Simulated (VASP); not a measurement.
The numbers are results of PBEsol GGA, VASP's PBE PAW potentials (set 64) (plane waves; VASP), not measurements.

The input files of a VASP run:

KPOINTS:
```
Automatic mesh
0
G
7 7 7
0 0 0
```

INCAR:
```
LCHARG  =  .FALSE.
LASPH  =  .TRUE.
LWAVE  =  .FALSE.
PREC  =  Accurate
ISIF  =  2
LMAXMIX  =  6   # l cut-off of mixed one-centre charges
ENCUT  =  300   # plane-wave cut-off (eV)
LORBIT  =  11
SIGMA  =  0.1   # width (eV)
ALGO  =  Normal   # blocked Davidson
ISPIN  =  2
SYSTEM  =  Co2Re
ISMEAR  =  0   # Gaussian
EDIFF  =  1E-6
LREAL  =  .FALSE.   # projection in real space or not
GGA  =  PS   # PBEsol
NELM  =  100
MAGMOM  =  0.0 3.0 3.0
```

**POSCAR**
```
Co2Re
1
   -1.5382080000     1.5382080000     3.7648290000
    1.5382080000    -1.5382080000     3.7648290000
    1.5382080000     1.5382080000    -3.7648290000
Re Co
1 2
Direct
  0.0000000000   0.0000000000   0.0000000000
  0.3353000000   0.3353000000   0.0000000000
  0.6647000000   0.6647000000   0.0000000000
```

POTCAR, in this order: Re Co (PBE.64 set). Program: vasp_std.

At this cut-off the stress carries a Pulay error, which pulls relaxed volumes low. Unless said otherwise, spin-orbit coupling is left out, though it shifts the bands of the heavy elements here.

Q: Estimate the energy per atom (σ→0), cell moment, pressure, largest force, band gap (on the k-mesh).

A: 
- energy per atom (σ→0): -9.471 eV/atom
- cell moment: 0.10 μB
- band gap (on the k-mesh): none (metal, semimetal or under 0.01 eV)
- pressure: -8.97 GPa
- largest force: 0.280 eV/Å

**OSZICAR**
```
...
DAV:  17    -0.284246580903E+02   -0.81870E-04   -0.41462E-04  5167   0.305E-01    0.273E-02
DAV:  18    -0.284246809897E+02   -0.22899E-04   -0.11584E-04  5946   0.144E-01    0.156E-02
DAV:  19    -0.284246927271E+02   -0.11737E-04   -0.87107E-05  5009   0.142E-01    0.767E-03
DAV:  20    -0.284246966835E+02   -0.39563E-05   -0.26038E-05  5685   0.674E-02    0.492E-03
DAV:  21    -0.284246985358E+02   -0.18524E-05   -0.19630E-05  4390   0.661E-02    0.277E-03
DAV:  22    -0.284246994411E+02   -0.90523E-06   -0.20901E-05  4999   0.649E-02    0.184E-03
DAV:  23    -0.284246996161E+02   -0.17504E-06   -0.79406E-06  2895   0.423E-02
   1 F= -.28424700E+02 E0= -.28414419E+02  d E =-.205609E-01  mag=     0.0982
```

The structure was generated: Co2Re was put into an ordered model structure, which need not be its known phase. The cell was not relaxed at this level. The k-mesh is coarse (spacing up to 0.41 per Å, 2π included), so the numbers may not be converged in it. The run is one of a series of settings (GGA = PS against the base run), some of them coarse on purpose.
